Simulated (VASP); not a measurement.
**Ge under biaxial strain in the (001) plane**

How do the elastic response and the band edges of Ge follow biaxial strain in the (001) plane?

Method: PBEsol; plane waves and PAW (Ge_d), in the first sound run; inputs show where later runs differ, in VASP 6.6.1.

## (1) Set-up

It takes space group Fd-3m (No. 227, cubic). The conventional cell has a = 5.658 Å, b = 5.658 Å, c = 5.658 Å, α = 90.00°, β = 90.00°, γ = 90.00°. Ge has 4 Ge at 2.45 Å nearest.

## (2) Relax the crystal, PBEsol

The series starts from the cell that this level prefers, so that zero strain is near zero stress.

Level: PBEsol; plane waves and PAW (Ge_d).

Contents of INCAR:

```
SYSTEM = Ge
PREC = Accurate
ENCUT = 470
EDIFF = 1E-07
NELM = 120
ISMEAR = 0
SIGMA = 0.02
LREAL = .FALSE.
ALGO = Normal
GGA = PS
NBANDS = 20
LORBIT = 11
LWAVE = .FALSE.
LCHARG = .FALSE.
KPAR = 16
IBRION = 2
NSW = 40
ISIF = 3
EDIFFG = -0.005
POTIM = 0.4
```

Contents of POSCAR:

```
Ge
1.0
    0.0000000000      2.8290000000      2.8290000000
    2.8290000000      0.0000000000      2.8290000000
    2.8290000000      2.8290000000      0.0000000000
Ge
2
Direct
    0.0000000000      0.0000000000      0.0000000000
    0.2500000000      0.2500000000      0.2500000000
```

Contents of KPOINTS:

```
Automatic mesh
0
Gamma
9 9 9
0 0 0
```

Potentials, in the order of the species: Ge_d (PBE family, release 64).

Started as:

```bash
> mpirun -np 16 vasp_std
```

What it wrote:

```text
[banner, memory and clock lines left out]
running   16 mpi-ranks, on    1 nodes
[...]
|                                                                             |
|           W    W    AA    RRRRR   N    N  II  N    N   GGGG   !!!           |
|           W    W   A  A   R    R  NN   N  II  NN   N  G    G  !!!           |
|           W    W  A    A  R    R  N N  N  II  N N  N  G       !!!           |
|           W WW W  AAAAAA  RRRRR   N  N N  II  N  N N  G  GGG   !            |
|           WW  WW  A    A  R   R   N   NN  II  N   NN  G    G                |
|           W    W  A    A  R    R  N    N  II  N    N   GGGG   !!!           |
|                                                                             |
|     For optimal performance we recommend to set                             |
|       NCORE = 2 up to number-of-cores-per-socket                            |
|     NCORE specifies how many cores store one orbital (NPAR=cpu/NCORE).      |
|     This setting can greatly improve the performance of VASP for DFT.       |
[...]
DAV:  12    -0.987085738966E+01    0.19163E-06   -0.11334E-06  1808   0.194E-02    0.274E-04
DAV:  13    -0.987085733730E+01    0.52362E-07   -0.25787E-08   964   0.229E-03
   1 F= -.98708573E+01 E0= -.98708328E+01  d E =-.987086E+01
[...]
N       E                     dE             d eps       ncg     rms          rms(c)
DAV:   1    -0.987869348297E+01   -0.78361E-02   -0.10205E-01  1916   0.622E+00    0.512E-01
DAV:   2    -0.987302237654E+01    0.56711E-02   -0.73471E-03  1828   0.168E+00    0.254E-01
DAV:   3    -0.987122332487E+01    0.17991E-02   -0.28295E-03  1868   0.910E-01    0.599E-02
DAV:   4    -0.987108842537E+01    0.13490E-03   -0.33981E-04  1816   0.355E-01    0.127E-02
DAV:   5    -0.987108629766E+01    0.21277E-05   -0.22814E-05  1636   0.892E-02    0.912E-03
DAV:   6    -0.987108576913E+01    0.52853E-06   -0.13488E-06  1800   0.205E-02    0.537E-04
DAV:   7    -0.987108569661E+01    0.72524E-07   -0.69941E-08   948   0.449E-03
   2 F= -.98710857E+01 E0= -.98710645E+01  d E =-.228359E-03
 trial-energy change:   -0.000228  1 .order   -0.000230   -0.000426   -0.000033
 step:   1.0876(harm=  1.0852)  dis= 0.00000  next Energy=    -9.871087 (dE=-0.230E-03)
 reached required accuracy - stopping structural energy minimisation
```

The job ended after 7.6 s (16 MPI ranks of AMD EPYC 7R43, shared host; peak memory 2.5 GiB).

The logs omit lines about the potential files and the build; timing stands in the text.

From OUTCAR (step 2):

```text
  Total        0.0067406      0.0067406      0.0067406      0.0000000     -0.0000000     -0.0000000
  in kB        0.2373142      0.2373142      0.2373142      0.0000000     -0.0000000     -0.0000000
  external PRESSURE =       0.2373142 kB  Pullay stress =       0.0000000 kB

 POSITION                                       TOTAL-FORCE (eV/Angst)
 -----------------------------------------------------------------------------------
      5.66737      5.66737      5.66737         0.000000      0.000000      0.000000
      1.41684      1.41684      1.41684        -0.000000     -0.000000     -0.000000
 -----------------------------------------------------------------------------------
    total drift:                                0.000000      0.000000      0.000000

  FREE ENERGIE OF THE ION-ELECTRON SYSTEM (eV)
  ---------------------------------------------------
  free  energy   TOTEN  =        -9.8710856966 eV

  energy  without entropy=       -9.8710433674  energy(sigma->0) =       -9.87106453

 reached required accuracy - stopping structural energy minimisation

[... 3 further parts left out ...]
[key lines of the parts left out:]
E-fermi :   4.8163
```

This run gave:

```
energy(sigma→0) of the program : -9.8711 eV
stress, compression positive   : xx, yy, zz 0.02, 0.02, 0.02 GPa
volume                         : 45.508 Å³
ionic steps                    : 2
```

## (3) Strain along the normal, PBEsol

One member in full: the plane is strained by 2 %, and the strain along the normal is moved by secant steps until the normal stress is under 0.012 GPa or five steps are spent; the atoms relax at each step.

This step took 3 runs, each at a new trial strain with the atoms of the one before; the last is shown.

Level: PBEsol; plane waves and PAW (Ge_d).

Edit INCAR of step 2 so:

```diff
@@ -14,7 +14,7 @@
 LCHARG = .FALSE.
-KPAR = 16
-IBRION = 2
-NSW = 40
-ISIF = 3
-EDIFFG = -0.005
-POTIM = 0.4
+KPAR = 4
+IBRION = 1
+NSW = 25
+ISIF = 2
+EDIFFG = -0.004
+POTIM = 0.3
```

Contents of POSCAR:

```
Ge
1.0
    0.0000000000      2.8903590420      2.7883365560
    2.8903590420      0.0000000000      2.7883365560
    2.8903590420      2.8903590420      0.0000000000
Ge
2
Direct
    0.0000000000      0.0000000000      0.0000000000
    0.2500000000      0.2500000000      0.2500000000
```

KPOINTS is that of step 2.

Started as:

```bash
> mpirun -np 4 vasp_std
```

What it wrote:

```text
[banner, memory and clock lines left out]
running    4 mpi-ranks, on    1 nodes
[...]
[... a notice as in an earlier step ...]

 LDA part: xc-table for (Slater+PW92), standard interpolation
 POSCAR, INCAR and KPOINTS ok, starting setup
[...]
entering main loop
       N       E                     dE             d eps       ncg     rms          rms(c)
DAV:   1     0.178569766480E+03    0.17857E+03   -0.14215E+04  3160   0.357E+03
DAV:   2     0.154657569192E+02   -0.16310E+03   -0.15893E+03  3008   0.578E+02
DAV:   3    -0.919104873527E+01   -0.24657E+02   -0.24475E+02  3432   0.142E+02
DAV:   4    -0.998318221116E+01   -0.79213E+00   -0.79169E+00  3332   0.300E+01
[...]
DAV:  11    -0.985939551643E+01   -0.10101E-05   -0.70425E-06  4088   0.427E-02    0.199E-03
DAV:  12    -0.985939526359E+01    0.25284E-06   -0.12612E-06  3896   0.206E-02    0.277E-04
DAV:  13    -0.985939521844E+01    0.45144E-07   -0.26746E-08  2120   0.238E-03
   1 F= -.98593952E+01 E0= -.98593952E+01  d E =-.985940E+01
 BRION: g(F)=  0.396E-43 g(S)=  0.000E+00
 reached required accuracy - stopping structural energy minimisation
```

The job ended after 17 s (4 MPI ranks; peak memory 0.61 GiB).

Parts of OUTCAR (step 3):

```text
  Total       -0.6855154     -0.6855154      0.0002617      0.0000000      0.0000000      0.0000000
  in kB      -23.5748548    -23.5748548      0.0089993      0.0000000      0.0000000      0.0000000
  external PRESSURE =     -15.7135701 kB  Pullay stress =       0.0000000 kB

 POSITION                                       TOTAL-FORCE (eV/Angst)
 -----------------------------------------------------------------------------------
      0.00000      0.00000      0.00000         0.000000      0.000000      0.000000
      1.44518      1.44518      1.39417        -0.000000     -0.000000      0.000000
 -----------------------------------------------------------------------------------
    total drift:                                0.000000      0.000000      0.000000

  FREE ENERGIE OF THE ION-ELECTRON SYSTEM (eV)
  ---------------------------------------------------
  free  energy   TOTEN  =        -9.8593952184 eV

  energy  without entropy=       -9.8593952166  energy(sigma->0) =       -9.85939522

[... 1 part as in an earlier step ...]

[... 3 further parts left out ...]
[key lines of the parts left out:]
E-fermi :   4.5645
```

Numbers from this step:

```
energy(sigma→0) of the program : -9.8594 eV
stress, compression positive   : xx, yy, zz -2.36, -2.36, 0.00 GPa
ionic steps                    : 1
```

## (4) Band edges, HSE06

Short lines in KPOINTS_OPT sample the zone centre along and across the normal of the plane, for masses, and the other valleys.

Level: HSE06; plane waves and PAW (Ge_d).

Contents of INCAR:

```
SYSTEM = Ge
PREC = Accurate
ENCUT = 470
EDIFF = 1E-06
NELM = 100
ISMEAR = 0
SIGMA = 0.02
LREAL = .FALSE.
ALGO = Normal
LHFCALC = .TRUE.
AEXX = 0.25
GGA = PE
HFSCREEN = 0.2
LASPH = .TRUE.
NBANDS = 19
PRECFOCK = Fast
LWAVE = .FALSE.
LCHARG = .FALSE.
KPAR = 4
```

POSCAR is that of step 3.

Contents of KPOINTS:

```
Automatic mesh
0
Gamma
5 5 5
0 0 0
```

Contents of KPOINTS_OPT:

```
Line mode
6
Line-mode
Reciprocal
  0.00000000   0.00000000   0.00000000
  0.02218888   0.02218888  -0.00000000

  0.00000000   0.00000000   0.00000000
  0.00000000  -0.02300075  -0.02300075

  0.31000000   0.31000000   0.00000000
  0.50000000   0.50000000   0.00000000

  0.00000000   0.31000000   0.31000000
  0.00000000   0.50000000   0.50000000

  0.45000000   0.45000000   0.45000000
  0.50000000   0.50000000   0.50000000

  0.45000000   0.00000000   0.00000000
  0.50000000   0.00000000   0.00000000

  0.42500000   0.42500000   0.00000000
  0.42500000   0.44800075   0.02300075

  0.50000000   0.50000000   0.50000000
  0.48373602   0.51626398   0.50000000
```

Started as:

```bash
> mpirun -np 4 vasp_std
```

What it wrote:

```text
[banner, memory and clock lines left out]
running    4 mpi-ranks, on    1 nodes
[...]
LDA part: xc-table for (Slater+PW92), standard interpolation
 found WAVECAR, reading the header
 POSCAR, INCAR and KPOINTS ok, starting setup
[...]
reading WAVECAR
 the WAVECAR file was read successfully
 initial charge from wavefunction
 entering main loop
       N       E                     dE             d eps       ncg     rms          rms(c)
DAV:   1    -0.106281916867E+02   -0.10628E+02   -0.12799E+00   891   0.219E+01    0.103E+00
DAV:   2    -0.106235626843E+02    0.46290E-02   -0.55612E-02   839   0.353E+00    0.735E-01
DAV:   3    -0.106206925784E+02    0.28701E-02   -0.97447E-03   924   0.183E+00    0.499E-01
DAV:   4    -0.106204120265E+02    0.28055E-03   -0.11349E-03   847   0.575E-01    0.311E-01
[...]
DAV:   9    -0.106202873081E+02    0.22397E-05   -0.62207E-07   546   0.587E-03    0.233E-02
DAV:  10    -0.106202860504E+02    0.12577E-05   -0.25272E-07   437   0.387E-03    0.138E-02
DAV:  11    -0.106202854782E+02    0.57212E-06   -0.11549E-07   360   0.277E-03
   1 F= -.10620285E+02 E0= -.10620285E+02  d E =-.416549E-26
 Start KPOINTS_OPT (optional k-point list driver)
k-point batch [1-18\48]
       N       E                     dE             ncg
DAV:   1    -0.462359770651E+04   -0.10399E+05      728
DAV:   2    -0.795008297887E+04   -0.33265E+04      684
DAV:   3    -0.840029023321E+04   -0.45021E+03      762
DAV:   4    -0.842419831009E+04   -0.23908E+02      732
DAV:   5    -0.842463555810E+04   -0.43725E+00      755
DAV:   6    -0.842464644050E+04   -0.10882E-01      766
DAV:   7    -0.842464687779E+04   -0.43729E-03      872
DAV:   8    -0.842464688778E+04   -0.99971E-05      608
DAV:   9    -0.842464688824E+04   -0.45783E-06      459
[...]
k-point batch [37-48\48]
       N       E                     dE             ncg
DAV:   1     0.172024471739E+04   -0.13784E+05      470
DAV:   2    -0.504239145050E+03   -0.22245E+04      459
DAV:   3    -0.798885336806E+03   -0.29465E+03      489
DAV:   4    -0.811284322155E+03   -0.12399E+02      528
DAV:   5    -0.811528355752E+03   -0.24403E+00      525
DAV:   6    -0.811534619926E+03   -0.62642E-02      528
DAV:   7    -0.811534872537E+03   -0.25261E-03      568
DAV:   8    -0.811534882584E+03   -0.10047E-04      512
DAV:   9    -0.811534883027E+03   -0.44337E-06      348
```

Wall time 33 min (4 MPI ranks); peak memory 1 GiB.

Parts of OUTCAR (step 4):

```text
  LATTYP: Found a body centered tetragonal cell.
 ALAT       =     4.0875849573
 C/A-ratio  =     1.3642953407

 Subroutine GETGRP returns: Found 16 space group operations
 (whereof  8 operations were pure point group operations)

The static configuration has the point symmetry D_2d.
 The point group associated with its full space group is D_4h.

 Found     18 irreducible k-points:

   k-points           NKPTS =     18   k-points in BZ     NKDIM =    125   number of bands    NBANDS=     19

   dimension x,y,z NGX =    28 NGY =   28 NGZ =   30
   dimension x,y,z NGXF=    56 NGYF=   56 NGZF=   60

   ENCUT  =  470.0 eV  34.54 Ry    5.88 a.u.   7.10  7.10  7.23*2*pi/ulx,y,z

   NELECT =      28.0000    total number of electrons

  exchange ACFDT corr.  =         0.00000000  see jH, gK, PRB 81, 115126

 E-fermi :   4.7314

 k-point     1 :       0.0000    0.0000    0.0000
  band No.  band energies     occupation
    ...
     10     -23.2767      2.00000
     11      -9.4161      2.00000
     12       4.3098      2.00000
     13       4.3098      2.00000
     14       4.5879      2.00000
     15       5.0164      0.00000
     16       7.5158      0.00000
     17       7.6942      0.00000
     18       7.6942      0.00000
     19      11.5774      0.00000

 k-point     2 :       0.2000    0.0000    0.0000
  band No.  band energies     occupation
    ...
     10     -23.2657      2.00000
     11      -8.8958      2.00000
     12       0.4246      2.00000
     13       3.5982      2.00000
     14       3.8397      2.00000
     15       5.8415      0.00000
     16       8.5042      0.00000
     17       8.5444      0.00000
     18       9.8786      0.00000
     19      13.1739      0.00000

 POSITION                                       TOTAL-FORCE (eV/Angst)
 -----------------------------------------------------------------------------------
      0.00000      0.00000      0.00000        -0.000000     -0.000000      0.000000
      1.44518      1.44518      1.39417         0.000000      0.000000     -0.000000
 -----------------------------------------------------------------------------------
    total drift:                               -0.000000      0.000001     -0.000000

  FREE ENERGIE OF THE ION-ELECTRON SYSTEM (eV)
  ---------------------------------------------------
  free  energy   TOTEN  =       -10.6202854782 eV

  energy  without entropy=      -10.6202854782  energy(sigma->0) =      -10.62028548

[... 1 part as in an earlier step ...]

[... 7 further parts left out ...]
```

This run gave:

| Item | Value |
| --- | --- |
| energy(sigma→0) of the program | -10.6203 eV |

(Part 1 of 2 ends here.)

[Lines on the potential files, build, host, timing and source positions are cut from VASP's logs without a mark.]

[Logs are printed without paths, hosts, clocks, repeated set-up lines and the standing remarks that a program may print on its own settings, such as how far it seeks lower states.]

[Hosts, paths, dates, database ids (printed as entryN), source tags and the programs' standing remarks are cut or masked in the printed files.]

[In band tables of VASP the shares of atoms and orbitals are scaled to a sum of 1 inside the atoms' spheres.]
